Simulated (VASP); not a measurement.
A convergence study with VASP on TaAl3 (space group I4/mmm): one setting is varied, all else stays as given below, so the limit is that of these other settings.

```
Al3Ta
1.0
   -1.91710     1.91710     4.25129
    1.91710    -1.91710     4.25129
    1.91710     1.91710    -4.25129
Ta Al
1 3
Direct
  0.00000   0.00000   0.00000
  0.50000   0.50000   0.00000
  0.75000   0.25000   0.50000
  0.25000   0.75000   0.50000
```

All values below come from PBEsol GGA, VASP's PBE PAW potentials (set 64) (plane waves; VASP 6.6.1). The tightest run used: 550 eV cut-off, 21×21×21 Γ-centred mesh, tetrahedra with Blöchl corrections, potentials Ta_pv Al.

Task: The settings run are 3×3×3 mesh; 4×4×4 mesh; 5×5×5 mesh; 6×6×6 mesh; 7×7×7 mesh; 8×8×8 mesh; 9×9×9 mesh; 10×10×10 mesh; 11×11×11 mesh; 12×12×12 mesh; 13×13×13 mesh; 14×14×14 mesh; 15×15×15 mesh; 16×16×16 mesh; 17×17×17 mesh; 18×18×18 mesh; 19×19×19 mesh; 20×20×20 mesh; 21×21×21 mesh. From which on does the stress (every component) stay within 0.1 GPa of the tightest run?

Result: From 7×7×7 mesh on: it is off by 0.04 there and by no more than 0.1 in any finer run, while 6×6×6 mesh is off by 0.32.
| setting | E (eV/atom) | pressure (GPa) | irreducible k-points | difference judged (GPa) |
|---|---|---|---|---|
| 3×3×3 mesh | -6.4541 | -0.10 | 6 | 2.25 |
| 4×4×4 mesh | -6.5148 | -0.21 | 13 | 0.31 |
| 5×5×5 mesh | -6.5178 | -0.23 | 18 | 0.40 |
| 6×6×6 mesh | -6.5235 | -0.28 | 30 | 0.32 |
| 7×7×7 mesh | -6.5237 | -0.25 | 40 | 0.04 |
| 8×8×8 mesh | -6.5244 | -0.26 | 59 | 0.06 |
| 9×9×9 mesh | -6.5245 | -0.26 | 75 | 0.06 |
| 10×10×10 mesh | -6.5240 | -0.26 | 102 | 0.02 |
| 11×11×11 mesh | -6.5243 | -0.25 | 126 | 0.04 |
| 12×12×12 mesh | -6.5243 | -0.25 | 163 | 0.04 |
| 13×13×13 mesh | -6.5242 | -0.26 | 196 | 0.05 |
| 14×14×14 mesh | -6.5242 | -0.25 | 244 | 0.01 |
| 15×15×15 mesh | -6.5241 | -0.25 | 288 | 0.02 |
| 16×16×16 mesh | -6.5242 | -0.25 | 349 | 0.03 |
| 17×17×17 mesh | -6.5242 | -0.25 | 405 | 0.02 |
| 18×18×18 mesh | -6.5242 | -0.25 | 480 | 0.01 |
| 19×19×19 mesh | -6.5242 | -0.25 | 550 | 0.00 |
| 20×20×20 mesh | -6.5242 | -0.25 | 641 | 0.00 |
| 21×21×21 mesh | -6.5242 | -0.25 | 726 | 0.00 |

Left out are rungs that failed or repeat a setting and relaxations that didn't move; long series are thinned to 24 rows.

The structure comes from a computed database's TaAl3 entry (I4/mmm); how it stands against other phases isn't given here. The cell was not relaxed at this level.
